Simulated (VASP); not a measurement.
Here is the system:

```
CELL_PARAMETERS angstrom
      2.18500    -3.78453     0.00000
      2.18500     3.78453     0.00000
      0.00000     0.00000     4.95000
ATOMIC_POSITIONS crystal
  Se 0.00000 0.22500 0.66667
  Se 0.77500 0.77500 0.00000
  Se 0.22500 0.00000 0.33333
```

The numbers are results of G0W0 on PBE orbitals, VASP's PBE PAW potentials (set 64) (plane waves; VASP), not measurements. Numerical set-up: PREC = Normal, 350 eV cut-off, 4×4×4 Γ-centred mesh, Gaussian smearing of 0.010 eV, potentials Se_GW.

The mesh is coarse and the basis finite, so the quasiparticle values are not converged.

NBANDS = 144, ENCUTGW = 160 eV, NOMEGA = 64. The PBE levels (eV) that the step starts from are:

| state | KS energy | filling |
|---|---|---|
| k1 (0.00, 0.00, 0.00), band 6 | -1.09 | 2 |
| k1 (0.00, 0.00, 0.00), band 7 | 0.61 | 2 |
| k1 (0.00, 0.00, 0.00), band 8 | 0.61 | 2 |
| k1 (0.00, 0.00, 0.00), band 9 | 2.25 | 2 |
| k1 (0.00, 0.00, 0.00), band 10 | 4.56 | 0 |
| k1 (0.00, 0.00, 0.00), band 11 | 4.56 | 0 |
| k1 (0.00, 0.00, 0.00), band 12 | 4.84 | 0 |
| k1 (0.00, 0.00, 0.00), band 13 | 8.81 | 0 |
| k11 (0.25, 0.00, 0.50), band 6 | -1.22 | 2 |
| k11 (0.25, 0.00, 0.50), band 7 | 0.95 | 2 |
| k11 (0.25, 0.00, 0.50), band 8 | 1.38 | 2 |
| k11 (0.25, 0.00, 0.50), band 9 | 1.68 | 2 |
| k11 (0.25, 0.00, 0.50), band 10 | 4.28 | 0 |
| k11 (0.25, 0.00, 0.50), band 11 | 4.64 | 0 |
| k11 (0.25, 0.00, 0.50), band 12 | 5.22 | 0 |
| k11 (0.25, 0.00, 0.50), band 13 | 9.13 | 0 |

Give the quasiparticle energies and renormalisation factors Z.

| state | QP energy (eV) | Z |
|---|---|---|
| k1 (0.00, 0.00, 0.00), band 6 | -1.56 | 0.70 |
| k1 (0.00, 0.00, 0.00), band 7 | 0.12 | 0.69 |
| k1 (0.00, 0.00, 0.00), band 8 | 0.12 | 0.69 |
| k1 (0.00, 0.00, 0.00), band 9 | 1.78 | 0.72 |
| k1 (0.00, 0.00, 0.00), band 10 | 4.95 | 0.72 |
| k1 (0.00, 0.00, 0.00), band 11 | 4.95 | 0.72 |
| k1 (0.00, 0.00, 0.00), band 12 | 5.20 | 0.72 |
| k1 (0.00, 0.00, 0.00), band 13 | 8.94 | 0.78 |
| k11 (0.25, 0.00, 0.50), band 6 | -1.65 | 0.70 |
| k11 (0.25, 0.00, 0.50), band 7 | 0.49 | 0.70 |
| k11 (0.25, 0.00, 0.50), band 8 | 0.92 | 0.71 |
| k11 (0.25, 0.00, 0.50), band 9 | 1.26 | 0.72 |
| k11 (0.25, 0.00, 0.50), band 10 | 4.58 | 0.73 |
| k11 (0.25, 0.00, 0.50), band 11 | 4.94 | 0.72 |
| k11 (0.25, 0.00, 0.50), band 12 | 5.57 | 0.71 |
| k11 (0.25, 0.00, 0.50), band 13 | 9.13 | 0.77 |
On the mesh the gap opens from 1.21 to 1.85 eV.

The compound is Se in the trig structure. The cell was not relaxed at this level.
